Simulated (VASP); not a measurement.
Here is the system:

```cif
data_InP
_chemical_formula_sum 'In1 P1'
_space_group_name_H-M_alt 'P 1'
_space_group_IT_number 1
_cell_length_a 4.17569
_cell_length_b 4.17569
_cell_length_c 4.17569
_cell_angle_alpha 60.000
_cell_angle_beta 60.000
_cell_angle_gamma 60.000
loop_
_space_group_symop_operation_xyz
  'x, y, z'
loop_
_atom_site_label
_atom_site_type_symbol
_atom_site_fract_x
_atom_site_fract_y
_atom_site_fract_z
_atom_site_occupancy
In1 In 0.00000 0.00000 0.00000 1
P1 P 0.25000 0.25000 0.25000 1
```

Calculation: r2SCAN meta-GGA, VASP's PBE PAW potentials (set 64) (plane waves; VASP). Run with 520 eV cut-off, 8×8×8 Γ-centred mesh, Gaussian smearing of 0.050 eV, potentials In_d P.

Q: Give the energy at these volumes per atom, relative to the lowest: 24.17, 24.94, 25.71, 26.49, 27.26 Å³.

A: 22.9, 5.6, 0.0, 4.3, 17.1 meV/atom. A third-order Birch-Murnaghan fit gives B0 = 68.3 GPa and B0′ = 4.5.

Measured: bulk modulus 72.0 GPa at 0 K (computed value off by -5.2 %), as given by Daniel Mejia-Rodriguez et al., Physical Review B (2018), arXiv:1807.09216 [0 K value with the zero-point phonon effect removed]; a 5.858 Å at 0 K (computed value off by +0.8 %), as given by Daniel Mejia-Rodriguez et al., Physical Review B (2018), arXiv:1807.09216 [static lattice: zero-point anharmonic expansion removed].

The compound is InP in the zinc blende structure. It was relaxed first.
